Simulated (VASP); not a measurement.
Energy against volume of Sr (fcc). Calculation: optB86b-vdW, VASP's PBE PAW potentials (set 64) (plane waves; VASP). Run with 520 eV cut-off, 8×8×8 Γ-centred mesh, Gaussian smearing of 0.050 eV, potentials Sr_sv.

```json
[
 {"V (Å³/atom)": "48.702", "E (eV/atom)": "0.60685"},
 {"V (Å³/atom)": "50.256", "E (eV/atom)": "0.60054"},
 {"V (Å³/atom)": "51.810", "E (eV/atom)": "0.59845"},
 {"V (Å³/atom)": "53.365", "E (eV/atom)": "0.59991"}
]
```

### Question
Fit these four points and predict the energy of the run at 54.919 Å³/atom.

### Answer
A cubic in V^(−2/3), the third-order Birch-Murnaghan form, passes through the four points with V0 = 51.90 Å³/atom and B0 = 12 GPa, and gives 0.6044 eV/atom there. The run gave 0.6046 eV/atom, +0.2 meV/atom from the fit; all five points give B0 = 12 GPa.

The compound is Sr in the fcc structure. It was relaxed first, which changed the volume by -8 %.
